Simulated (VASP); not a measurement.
The system is C.

```
C
1.0
     2.46100    0.00000    0.00000
    -1.23050    2.13129    0.00000
     0.00000    0.00000    6.43968
C
4
Direct
  0.00000 0.00000 0.25000
  0.33333 0.66667 0.25000
  0.00000 0.00000 0.75000
  0.66667 0.33333 0.75000
```

The cell was built by a generator and needn't be a form met in nature.

Base run:

```yaml
Program: VASP 6.6.1
Functional: vdW-DF
Potentials_or_basis: VASP PAW PBE potentials, release 64 (C)
Cutoff: 520 eV
k_mesh: 16 × 16 × 4
Occupations: fermi-dirac, width 0.05 eV
Spin: no spin polarisation
```

Its results: band gap on the k mesh 0.43 eV, direct; pressure 7.5 GPa.

Question: After a change of settings the same cell gave: band gap on the k mesh 0.41 eV, direct; pressure 2.4 GPa. Which change was it?
A. functional from vdW-DF to PBE
B. functional from vdW-DF to optB88-vdW
C. functional from vdW-DF to r2SCAN; further incar settings from ALGO = Fast; EDIFF = 1e-06; NBANDS = 16 to ALGO = Normal; EDIFF = 1e-06; NBANDS = 16
D. functional from vdW-DF to PBE; dispersion from none to D4

Answer: B.

Caveats: the PAW data sets were made with another functional, which shifts forces and pressure a little.

Not every run made on this cell is shown here.
